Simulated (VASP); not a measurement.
The system is Ga2PN.

```xyz
8
Lattice="3.1937 0.0000 0.0000 -1.5969 2.7658 0.0000 0.0000 0.0000 13.3933" Properties=species:S:1:pos:R:3 pbc="T T T"
Ga    0.0000    1.8439    1.1159
Ga    0.0000    1.8439    5.5808
Ga    1.5969    0.9219    7.8125
Ga    1.5969    0.9219   12.2774
P     0.0000    1.8439   10.0450
P     1.5969    0.9219    3.3483
N     0.0000    0.0000    0.0000
N     0.0000    0.0000    6.6966
```

The cell was built by a generator and needn't be a form met in nature.

- Program: VASP 6.6.1
- Task: relaxation of cell and atoms
- Functional: PBE
- Potentials or basis: VASP PAW PBE potentials, release 64 (Ga_d, P, N)
- Cutoff: 520 eV
- k mesh: 5 × 5 × 1
- Occupations: gaussian, width 0.15 eV
- Spin: no spin polarisation

At the start: pressure -1.7 GPa; volume 14.79 Å³/atom.

Question: How do energy, volume and symmetry change on relaxing?

Answer: Over 10 steps the energy falls by 192.2 meV/atom and the volume is 13.32 Å³/atom (-9.9 %); space group P6_3/mmc (No. 194, to 0.05 Å).

Step by step:
```
step  energy change (eV)  largest force (eV/Å)  pressure (GPa)  volume (Å³)
   1              0.0000                2.3268           -1.72       118.31
   2             -0.8441                0.8092           -3.90       115.58
   3             -1.0445                0.1761           -5.18       114.02
   4             -1.2182                1.0256           -5.24       110.87
   5             -1.2048                0.2238           -5.70       112.27
   6             -1.2336                0.5615           -6.60       111.64
   7             -1.1236                1.4475            9.69       100.24
   8             -1.4555                0.7904           -0.52       106.35
   9             -1.4556                0.8629            0.17       106.16
  10             -1.5380                0.0091           -0.07       106.57
```

Final structure:
```
Ga P N
1.0
     3.21610    0.00000    0.00000
    -1.60805    2.78522    0.00000
     0.00000    0.00000   11.89767
Ga P N
4 2 2
Cartesian
  0.0000 1.8568 1.2186
  0.0000 1.8568 4.7302
  1.6080 0.9284 7.1675
  1.6080 0.9284 10.6790
  0.0000 1.8568 8.9233
  1.6080 0.9284 2.9744
  0.0000 0.0000 0.0000
  3.2161 0.0000 5.9488
```

Caveat: the k mesh is coarse (spacing up to 0.47 Å⁻¹), so the values aren't converged.
